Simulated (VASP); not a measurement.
# Ge24H8Br in VASP: settings compared

Aim: see how the results for Ge24H8Br move with the level of theory and the settings. Levels: PBE+D3(BJ), PBE, RPBE, RPBE+D3(BJ). Tasks: relaxation of the atoms, single point.

Program: VASP 6.6.1. These are calculated values, not measurements. Logs are shortened: lines on timing, memory, paths and dates and some standing lists are left out, and cuts for length are marked.

## Step 1: The slab as given

The cell holds a slab with vacuum, 66 atoms: a = 11.316 Å, b = 11.316 Å, c = 23.742 Å, α = 90.00°, β = 90.00°, γ = 90.00°.

The cell was built by a generator and needn't be a form met in nature.

## Step 2: Relaxation of the atoms, PBE+D3(BJ)

The input, INCAR:

```
  PREC = Accurate
  ENCUT = 400
  EDIFF = 1E-7
  ISMEAR = 0
  SIGMA = 0.05
  LREAL = Auto
  LASPH = True
  NELM = 80
  ALGO = Normal
  ISIF = 2
  LWAVE = False
  LCHARG = False
  GGA = PE
  IVDW = 12
  IBRION = 2
  NSW = 120
  EDIFFG = -0.03
  ISYM = 0
  NCORE = 4
```

The input, KPOINTS:

```
regular mesh
0
Gamma
  1 1 1
```

The input, POSCAR:

```
Ge24H8Br
1.0
    8.0016203359      8.0016203359      0.0000000000
   -8.0016203359      8.0016203359      0.0000000000
    0.0000000000      0.0000000000     23.7419000000
Ge H Br
48 16 2
Selective dynamics
Direct
    0.7005149941      0.2994850059      0.4246458792  T T T
    0.7994850059      0.7005149941      0.4246458792  T T T
    0.0494850059      0.9505149941      0.4385453565  T T T
    0.2994850059      0.2005149941      0.4246458792  T T T
    0.9505149941      0.5494850059      0.4524448338  T T T
    0.2005149941      0.7994850059      0.4385453565  T T T
    0.4505149941      0.0494850059      0.4524448338  T T T
    0.5494850059      0.4505149941      0.4524448338  T T T
    0.8750000000      0.3750000000      0.3831791053  T T T
    0.8750000000      0.8750000000      0.3831791053  T T T
    0.1250000000      0.1250000000      0.3831791053  T T T
    0.3750000000      0.3750000000      0.3831791053  T T T
    0.1250000000      0.6250000000      0.3831791053  T T T
    0.3750000000      0.8750000000      0.3831791053  T T T
    0.6250000000      0.1250000000      0.3831791053  T T T
    0.6250000000      0.6250000000      0.3831791053  T T T
    0.0000000000      0.2500000000      0.3236008913  T T T
    0.0000000000      0.7500000000      0.3236008913  T T T
    0.2500000000      0.0000000000      0.3236008913  T T T
    0.5000000000      0.2500000000      0.3236008913  T T T
    0.2500000000      0.5000000000      0.3236008913  T T T
    0.5000000000      0.7500000000      0.3236008913  T T T
    0.7500000000      0.0000000000      0.3236008913  T T T
    0.7500000000      0.5000000000      0.3236008913  T T T
    0.8750000000      0.1250000000      0.2640226772  T T T
    0.8750000000      0.6250000000      0.2640226772  T T T
    0.1250000000      0.8750000000      0.2640226772  T T T
    0.3750000000      0.1250000000      0.2640226772  T T T
    0.1250000000      0.3750000000      0.2640226772  T T T
    0.3750000000      0.6250000000      0.2640226772  T T T
    0.6250000000      0.8750000000      0.2640226772  T T T
    0.6250000000      0.3750000000      0.2640226772  T T T
    0.7500000000      0.2500000000      0.2044444632  T T T
    0.7500000000      0.7500000000      0.2044444632  T T T
    0.0000000000      0.0000000000      0.2044444632  T T T
    0.2500000000      0.2500000000      0.2044444632  T T T
    0.0000000000      0.5000000000      0.2044444632  T T T
    0.2500000000      0.7500000000      0.2044444632  T T T
    0.5000000000      0.0000000000      0.2044444632  T T T
    0.5000000000      0.5000000000      0.2044444632  T T T
    0.8750000000      0.3750000000      0.1448662491  F F F
    0.8750000000      0.8750000000      0.1448662491  F F F
    0.1250000000      0.1250000000      0.1448662491  F F F
    0.3750000000      0.3750000000      0.1448662491  F F F
    0.1250000000      0.6250000000      0.1448662491  F F F
    0.3750000000      0.8750000000      0.1448662491  F F F
    0.6250000000      0.1250000000      0.1448662491  F F F
    0.6250000000      0.6250000000      0.1448662491  F F F
    0.9510221023      0.2989778977      0.1052990704  F F F
    0.7989778977      0.4510221023      0.1052990704  F F F
    0.9510221023      0.7989778977      0.1052990704  F F F
    0.7989778977      0.9510221023      0.1052990704  F F F
    0.2010221023      0.0489778977      0.1052990704  F F F
    0.0489778977      0.2010221023      0.1052990704  F F F
    0.4510221023      0.2989778977      0.1052990704  F F F
    0.2989778977      0.4510221023      0.1052990704  F F F
    0.2010221023      0.5489778977      0.1052990704  F F F
    0.0489778977      0.7010221023      0.1052990704  F F F
    0.4510221023      0.7989778977      0.1052990704  F F F
    0.2989778977      0.9510221023      0.1052990704  F F F
    0.7010221023      0.0489778977      0.1052990704  F F F
    0.5489778977      0.2010221023      0.1052990704  F F F
    0.7010221023      0.5489778977      0.1052990704  F F F
    0.5489778977      0.7010221023      0.1052990704  F F F
    0.2528449990      0.7471550010      0.5332787401  T T T
    0.2471550010      0.2528449990      0.5193792628  T T T
```

Potentials or basis: VASP PAW PBE potentials, release 64 (Ge_d, H, Br).

Command:

```
$ cat potpaw_PBE.64/Ge_d/POTCAR potpaw_PBE.64/H/POTCAR potpaw_PBE.64/Br/POTCAR > POTCAR
$ mpirun -np 8 vasp_gam > vasp.out
```

OUTCAR:

```text
PREC = Accurate
   ENCUT = 400
   EDIFF = 1E-7
   ISMEAR = 0
   LREAL = Auto
   LASPH = True
   NELM = 80
   ISIF = 2
   GGA = PE
   IVDW = 12
   IBRION = 2
   NSW = 120
   EDIFFG = -0.03
   ISYM = 0
 IVDW          = 12

 ion  position               nearest neighbor table
   1  0.701  0.299  0.425-   9 2.37  15 2.37   8 2.51
   2  0.799  0.701  0.425-  10 2.37  16 2.37   5 2.51
   3  0.049  0.951  0.439-   6 2.42  10 2.52  11 2.52
   4  0.299  0.201  0.425-  11 2.37  12 2.37  66 2.40   7 2.51
   5  0.951  0.549  0.452-   2 2.51   9 2.71  13 2.71
   6  0.201  0.799  0.439-  65 2.40   3 2.42  14 2.52  13 2.52
   7  0.451  0.049  0.452-   4 2.51  14 2.71  15 2.71
   8  0.549  0.451  0.452-   1 2.51  12 2.71  16 2.71
   9  0.875  0.375  0.383-   1 2.37  17 2.45  24 2.45   5 2.71
  10  0.875  0.875  0.383-   2 2.37  18 2.45  23 2.45   3 2.52
  11  0.125  0.125  0.383-   4 2.37  17 2.45  19 2.45   3 2.52
  12  0.375  0.375  0.383-   4 2.37  20 2.45  21 2.45   8 2.71
  13  0.125  0.625  0.383-  18 2.45  21 2.45   6 2.52   5 2.71
  14  0.375  0.875  0.383-  19 2.45  22 2.45   6 2.52   7 2.71
[... 35 lines left out ...]
  50  0.799  0.451  0.105-  41 1.54
  51  0.951  0.799  0.105-  42 1.54
  52  0.799  0.951  0.105-  42 1.54
  53  0.201  0.049  0.105-  43 1.54
  54  0.049  0.201  0.105-  43 1.54
[... 10 lines left out ...]
  65  0.253  0.747  0.533-   6 2.40
  66  0.247  0.253  0.519-   4 2.40

IMPORTANT INFORMATION: All symmetrisations will be switched off!
NOSYMM: (Re-)initialisation of all symmetry stuff for point group C_1.

----------------------------------------------------------------------------------------

                                     Primitive cell

  volume of cell :    3040.1944

  direct lattice vectors                    reciprocal lattice vectors
     8.001620336  8.001620336  0.000000000     0.062487344  0.062487344  0.000000000
    -8.001620336  8.001620336  0.000000000    -0.062487344  0.062487344  0.000000000
     0.000000000  0.000000000 23.741900000     0.000000000  0.000000000  0.042119628

  length of vectors
    11.316000000 11.316000000 23.741900000     0.088370449  0.088370449  0.042119628

  position of ions in fractional coordinates (direct lattice)
     0.700514994  0.299485006  0.424645879
     0.799485006  0.700514994  0.424645879
     0.049485006  0.950514994  0.438545357
     0.299485006  0.200514994  0.424645879
     0.950514994  0.549485006  0.452444834
     0.200514994  0.799485006  0.438545357
[... 58 lines left out ...]
     0.252844999  0.747155001  0.533278740
     0.247155001  0.252844999  0.519379263

  ion indices of the primitive-cell ions
   primitive index   ion index
                 1           1
                 2           2
                 3           3
                 4           4
                 5           5
                 6           6
[... 58 lines left out ...]
                65          65
                66          66

----------------------------------------------------------------------------------------

 KPOINTS: regular mesh

Automatic generation of k-mesh.
 Grid dimensions read from file:
 generate k-points for:    1    1    1

 Generating k-lattice:

  Cartesian coordinates                     Fractional coordinates (reciprocal lattice)
     0.062487344  0.062487344  0.000000000     1.000000000  0.000000000  0.000000000
    -0.062487344  0.062487344  0.000000000     0.000000000  1.000000000  0.000000000
     0.000000000  0.000000000  0.042119628     0.000000000  0.000000000  1.000000000

  Length of vectors
     0.088370449  0.088370449  0.042119628

  Shift w.r.t. Gamma in fractional coordinates (k-lattice)
     0.000000000  0.000000000  0.000000000

 Subroutine IBZKPT returns following result:
 ===========================================

 Found      1 irreducible k-points:

 Following reciprocal coordinates:
            Coordinates               Weight
  0.000000  0.000000  0.000000      1.000000
   k-points           NKPTS =      1   k-points in BZ     NKDIM =      1   number of bands    NBANDS=    422
   number of dos      NEDOS =    301   number of ions     NIONS =     66
   total plane-waves  NPLWV = ******
   dimension x,y,z NGX =    80 NGY =   80 NGZ =  160
   dimension x,y,z NGXF=   160 NGYF=  160 NGZF=  320
   ions per type =              48  16   2
   NGX,Y,Z   is equivalent  to a cutoff of  11.75, 11.75, 11.20 a.u.
   NGXF,Y,Z  is equivalent  to a cutoff of  23.51, 23.51, 22.41 a.u.
 SYSTEM =  unknown system
   PREC   = accura    normal or accurate (medium, high low for compatibility)
   ISTART =      0    job   : 0-new  1-cont  2-samecut
   ICHARG =      2    charge: 1-file 2-atom 10-const
   ISPIN  =      1    spin polarized calculation?
   LNONCOLLINEAR =      F non collinear calculations
   LSORBIT =      F    spin-orbit coupling
   LASPH  =      T    aspherical Exc in radial PAW
   ENCUT  =  400.0 eV  29.40 Ry    5.42 a.u.  18.45 18.45 38.72*2*pi/ulx,y,z
   NELM   =     80;   NELMIN=  2; NELMDL= -5     # of ELM steps
   EDIFF  = 0.1E-06   stopping-criterion for ELM
   LREAL  =      T    real-space projection
   EDIFFG = -.3E-01   stopping-criterion for IOM
   NSW    =    120    number of steps for IOM
   IBRION =      2    ionic relax: 0-MD 1-quasi-New 2-CG
   NFREE  =      1    steps in history (QN), initial steepest desc. (CG)
   ISIF   =      2    stress and relaxation
   ISYM   =      0    0-nonsym 1-usesym 2-fastsym
   POTIM  = 0.5000    time-step for ionic-motion
   TEBEG  =    0.0;   TEEND  =   0.0 temperature during run
   PSTRESS=    0.0 pullay stress
   NELECT =     702.0000    total number of electrons
   NUPDOWN=      -1.0000    fix difference up-down
   EMIN   =  10.00;   EMAX   =-10.00  energy-range for DOS
   EFERMI =   0.00;   METHOD = LEGACY
   ISMEAR =     0;   SIGMA  =   0.05  broadening in eV -4-tet -1-fermi 0-gaus
   EFERMI_NEDOS =   21; number of points for ismear=-14 and -15
   IALGO  =     38    algorithm
   IMIX   =      4    mixing-type and parameters
     AMIX     =   0.40;   BMIX     =  1.00
     AMIX_MAG =   1.60;   BMIX_MAG =  1.00
  volume/ion in A,a.u.               =      46.06       310.85
  Fermi-wavevector in a.u.,A,eV,Ry     =   1.004354  1.897954 13.724560  1.008727
  Thomas-Fermi vector in A             =   2.136964
   LORBIT       =      0    0 simple, 1 ext, 2 COOP (PROOUT), +10 PAW based schemes
   GGA     = PE    functional components
   LHFCALC =     F    Hartree Fock is set to
   AEXX    =    0.0000 exact exchange contribution
   IVDW    =    12    specifies the selected vdW correction
   LEPSILON=     F    determine dielectric tensor
   LRPA    =     F    only Hartree local field effects (RPA)
 conjugate gradient relaxation of ions
 non-spin polarized calculation
 Gauss-broadening in eV      SIGMA  =   0.05
  energy-cutoff  :      400.00
  volume of cell :     3040.19
 maximum number of plane-waves:     27645
 NGX is ok and might be reduce to    80
   NGX = 37   NGY = 37   NGZ = 77

--------------------------------------- Ionic step        1  -------------------------------------------

 number of electron     701.9999404 magnetization

 Free energy of the ion-electron system (eV)
  ---------------------------------------------------
  ext. energy  EPLUGINS =         0.00000000
  ---------------------------------------------------
  free energy    TOTEN  =      -260.96875412 eV

  energy without entropy =     -260.91657069  energy(sigma->0) =     -260.94266240

------------------------ aborting loop because EDIFF is reached ----------------------------------------

 Edisp (eV)  -11.99065

 E8    (eV) :    -5.3869

  FORCE on cell =-STRESS in cart. coord.  units (eV):
  Direction    XX          YY          ZZ          XY          YZ          ZX
  --------------------------------------------------------------------------------------
  -------------------------------------------------------------------------------------
  Total      25.50683     8.07601    -0.90689    -0.32442    -0.10068     0.07370
  in kB      13.44206     4.25605    -0.47793    -0.17097    -0.05306     0.03884
  external pressure =        5.74 kB  Pullay stress =        0.00 kB
[... 289 lines left out ...]
  FREE ENERGIE OF THE ION-ELECTRON SYSTEM (eV)
  ---------------------------------------------------
  free  energy   TOTEN  =      -274.1385116181 eV

  energy  without entropy=     -274.1094454602  energy(sigma->0) =     -274.12397854

[... ionic steps 4 to 23 ...]

--------------------------------------- Ionic step       24  -------------------------------------------

 number of electron     701.9999912 magnetization

------------------------ aborting loop because EDIFF is reached ----------------------------------------

 Edisp (eV)  -11.91082

 E8    (eV) :    -5.3463
[... 197 lines left out ...]
  energy  without entropy=     -274.9989699717  energy(sigma->0) =     -274.99896997

--------------------------------------- Ionic step       26  -------------------------------------------

 number of electron     701.9999892 magnetization

 Free energy of the ion-electron system (eV)
  ---------------------------------------------------
  ext. energy  EPLUGINS =         0.00000000
  ---------------------------------------------------
  free energy    TOTEN  =      -263.08869031 eV

  energy without entropy =     -263.08869031  energy(sigma->0) =     -263.08869031

 E-fermi :  -1.1428     XC(G=0):  -4.5339

 val. band max:       -1.3877331657   @ k =   0.0000   0.0000   0.0000
 cond. band min:      -0.8530483977   @ k =   0.0000   0.0000   0.0000
 fundamental gap:      0.5346847680
 Fermi energy:        -1.1428390178

 k-point     1 :       0.0000    0.0000    0.0000
  band No.  band energies     occupation
      1     -26.1425      2.00000
      2     -26.0935      2.00000
      3     -26.0831      2.00000
      4     -26.0645      2.00000
      5     -26.0183      2.00000
      6     -26.0045      2.00000
[... 355 lines left out ...]
    362       0.5907      0.00000
    363       0.6162      0.00000
 [bands above 363 left out]

------------------------ aborting loop because EDIFF is reached ----------------------------------------

 Edisp (eV)  -11.91149

 E8    (eV) :    -5.3466

  FORCE on cell =-STRESS in cart. coord.  units (eV):
  Direction    XX          YY          ZZ          XY          YZ          ZX
  --------------------------------------------------------------------------------------
  -------------------------------------------------------------------------------------
  Total      15.63067     8.78212    -4.17071     0.21924    -0.33164    -0.04748
  in kB       8.23734     4.62816    -2.19795     0.11554    -0.17477    -0.02502
  external pressure =        3.56 kB  Pullay stress =        0.00 kB
[... 81 lines left out ...]
  FREE ENERGIE OF THE ION-ELECTRON SYSTEM (eV)
  ---------------------------------------------------
  free  energy   TOTEN  =      -275.0001851200 eV

  energy  without entropy=     -275.0001851200  energy(sigma->0) =     -275.00018512

 reached required accuracy - stopping structural energy minimisation
```

It took 59 min on 8 MPI ranks of AMD EPYC 9R45 (Zen 5), shared host; peak memory 0.44 GiB.

What came out:

* Free energy: -275.0002 eV
* Energy gained by relaxing: 30.9 meV/atom
* Ionic steps: 26
* Band gap on the k mesh: 0.53 eV, direct
* Dispersion energy per atom: -0.180 eV

The path:
| step | energy change (eV) | largest force (eV/Å) | pressure (GPa) |
| --- | --- | --- | --- |
| 1 | 0.0000 | 1.5544 | 0.57 |
| 2 | -0.8343 | 0.9986 | 0.48 |
| 3 | -1.1791 | 0.8046 | 0.44 |
| 4 | -1.4243 | 0.6970 | 0.40 |
| 5 | -1.4665 | 0.6664 | 0.39 |
| 6 | -1.6367 | 0.5712 | 0.38 |
| 7 | -1.7032 | 0.6647 | 0.39 |
| 8 | -1.8293 | 0.5388 | 0.39 |
| 9 | -1.8539 | 0.4410 | 0.40 |
| 10 | -1.9241 | 0.3045 | 0.39 |
| 11 | -1.9359 | 0.2928 | 0.39 |
| 12 | -1.9873 | 0.2510 | 0.39 |
| 13 | -1.9901 | 0.2577 | 0.39 |
| 14 | -2.0107 | 0.2602 | 0.38 |
| 15 | -2.0107 | 0.2604 | 0.38 |
| 16 | -2.0200 | 0.2505 | 0.37 |
| 17 | -2.0202 | 0.2491 | 0.37 |
| 18 | -2.0283 | 0.2364 | 0.36 |
| 19 | -2.0292 | 0.2348 | 0.36 |
| 20 | -2.0346 | 0.2305 | 0.36 |
| 21 | -2.0347 | 0.2299 | 0.36 |
| 22 | -2.0377 | 0.2275 | 0.35 |
| 23 | -2.0377 | 0.2271 | 0.35 |
| 24 | -2.0396 | 0.2189 | 0.35 |
| 25 | -2.0396 | 0.2190 | 0.35 |
| 26 | -2.0408 | 0.2173 | 0.36 |

Final structure:
```cif
data_structure
_symmetry_space_group_name_H-M 'P 1'
_symmetry_Int_Tables_number 1
_cell_length_a 11.3160
_cell_length_b 11.3160
_cell_length_c 23.7419
_cell_angle_alpha 90.000
_cell_angle_beta 90.000
_cell_angle_gamma 90.000
_cell_volume 3040.19
loop_
_atom_site_label
_atom_site_type_symbol
_atom_site_fract_x
_atom_site_fract_y
_atom_site_fract_z
_atom_site_occupancy
Ge1 Ge 0.68588 0.31264 0.41941 1
Ge2 Ge 0.81345 0.67638 0.42083 1
Ge3 Ge 0.05761 0.94441 0.41825 1
Ge4 Ge 0.31081 0.19666 0.43767 1
Ge5 Ge 0.97176 0.52997 0.45849 1
Ge6 Ge 0.21572 0.78408 0.42889 1
Ge7 Ge 0.46705 0.03037 0.46119 1
Ge8 Ge 0.53339 0.46307 0.45432 1
Ge9 Ge 0.87756 0.38920 0.38732 1
Ge10 Ge 0.87293 0.86930 0.38184 1
Ge11 Ge 0.13361 0.13097 0.38444 1
Ge12 Ge 0.38656 0.37331 0.38699 1
Ge13 Ge 0.11102 0.61678 0.38576 1
Ge14 Ge 0.38183 0.89252 0.38693 1
Ge15 Ge 0.60737 0.12119 0.38836 1
Ge16 Ge 0.61796 0.61330 0.38742 1
Ge17 Ge 0.99714 0.25371 0.32836 1
Ge18 Ge 0.00645 0.74469 0.31763 1
Ge19 Ge 0.25185 0.99775 0.31994 1
Ge20 Ge 0.49838 0.25178 0.32052 1
Ge21 Ge 0.25169 0.49752 0.33042 1
Ge22 Ge 0.49960 0.75234 0.32954 1
Ge23 Ge 0.74430 0.00534 0.32792 1
Ge24 Ge 0.75109 0.50249 0.31993 1
Ge25 Ge 0.87419 0.12644 0.26716 1
Ge26 Ge 0.87472 0.62542 0.25951 1
Ge27 Ge 0.12730 0.87487 0.26043 1
Ge28 Ge 0.37503 0.12699 0.26080 1
Ge29 Ge 0.12675 0.37525 0.26726 1
Ge30 Ge 0.37388 0.62582 0.26838 1
Ge31 Ge 0.62480 0.87430 0.26668 1
Ge32 Ge 0.62398 0.37565 0.26195 1
Ge33 Ge 0.75065 0.25000 0.20390 1
Ge34 Ge 0.74795 0.75239 0.20301 1
Ge35 Ge 0.99820 0.00189 0.20435 1
Ge36 Ge 0.24802 0.25176 0.20338 1
Ge37 Ge 0.00275 0.49783 0.20361 1
Ge38 Ge 0.25251 0.74753 0.20348 1
Ge39 Ge 0.50081 0.99829 0.20388 1
Ge40 Ge 0.49744 0.50251 0.20460 1
Ge41 Ge 0.87500 0.37500 0.14487 1
Ge42 Ge 0.87500 0.87500 0.14487 1
Ge43 Ge 0.12500 0.12500 0.14487 1
Ge44 Ge 0.37500 0.37500 0.14487 1
Ge45 Ge 0.12500 0.62500 0.14487 1
Ge46 Ge 0.37500 0.87500 0.14487 1
Ge47 Ge 0.62500 0.12500 0.14487 1
Ge48 Ge 0.62500 0.62500 0.14487 1
H1 H 0.95102 0.29898 0.10530 1
H2 H 0.79898 0.45102 0.10530 1
H3 H 0.95102 0.79898 0.10530 1
H4 H 0.79898 0.95102 0.10530 1
H5 H 0.20102 0.04898 0.10530 1
H6 H 0.04898 0.20102 0.10530 1
H7 H 0.45102 0.29898 0.10530 1
H8 H 0.29898 0.45102 0.10530 1
H9 H 0.20102 0.54898 0.10530 1
H10 H 0.04898 0.70102 0.10530 1
H11 H 0.45102 0.79898 0.10530 1
H12 H 0.29898 0.95102 0.10530 1
H13 H 0.70102 0.04898 0.10530 1
H14 H 0.54898 0.20102 0.10530 1
H15 H 0.70102 0.54898 0.10530 1
H16 H 0.54898 0.70102 0.10530 1
Br1 Br 0.24662 0.75151 0.52617 1
Br2 Br 0.22892 0.26988 0.52378 1
```

(Continued in part 2 of 2.)
